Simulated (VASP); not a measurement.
Data:

```
CELL_PARAMETERS angstrom
      0.00000     1.97942     1.97942
      1.97942     0.00000     1.97942
      1.97942     1.97942     0.00000
ATOMIC_POSITIONS crystal
  Ir 0.00000 0.00000 0.00000
```

Level of theory: revPBE GGA, VASP's PBE PAW potentials (set 64) (plane waves; VASP). Run with 520 eV cut-off, 16×16×16 Γ-centred mesh, first-order Methfessel-Paxton smearing of 0.10 eV, potentials Ir.

**Question.** Give the stress tensor in GPa (positive for a compressed cell).

**Answer.** 
```
-16.61    0.00    0.00
  0.00  -16.61    0.00
  0.00    0.00  -16.61
```
The pressure is its mean diagonal, -16.61 GPa.

The compound is Ir in the fcc structure. This cell is one point of a volume scan, at 1.06 of the reference volume.
